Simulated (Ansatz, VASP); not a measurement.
# One calculation of CaMg6Cr, two programs

```
CELL_PARAMETERS angstrom
5.17237 0.00000 0.00000
0.00000 3.26321 5.64383
0.00000 -3.26321 5.64383
ATOMIC_POSITIONS crystal
Cr 0.50000 0.66291 0.66291
Ca 0.00000 0.82965 0.82965
Mg 0.50000 0.16634 0.16634
Mg 0.50000 0.66347 0.17524
Mg 0.50000 0.17524 0.66347
Mg 0.00000 0.33559 0.33559
Mg 0.00000 0.82539 0.34142
Mg 0.00000 0.34142 0.82539
```

The cell comes from a database or a generator and needn't be the stable form of this composition.

Alike in both runs: task single point; functional PBE; k mesh 5 × 5 × 5; occupations gaussian, width 0.1 eV; collinear spin, ferromagnetic start.

```csv
,VASP,Ansatz
version,VASP 6.6.1,Ansatz 0.2.0
potentials or method,"VASP PAW PBE potentials, release 54 (Cr_pv, Ca_sv, Mg)",Ansatz PAW
plane-wave cutoff (eV),520,420
valence electrons in the cell,34,84
```

VASP gave:

- gap on the k mesh at the Fermi level (eV): none
- pressure (GPa): 0.1
- largest component of the traceless stress (GPa): 0.16
- rms of the force components (eV/Å): 0.046
- net moment per atom (μB): 0.56
- size of the moment on the site where the two differ most (μB): 3.84

Problem. Estimate Ansatz's values.

Solution. gap on the k mesh at the Fermi level (eV): none; pressure (GPa): 0.1; largest component of the traceless stress (GPa): 0.17; rms of the force components (eV/Å): 0.045; net moment per atom (μB): 0.56; size of the moment on the site where the two differ most (μB): 4.03.

Site moments also hang on the region over which each program counts them. Atom by atom the forces differ by 0.002 eV/Å (rms over components). A gap of «none» marks a metal or a gap that the smearing closes. The two sets of potentials don't hold the same shells in valence.
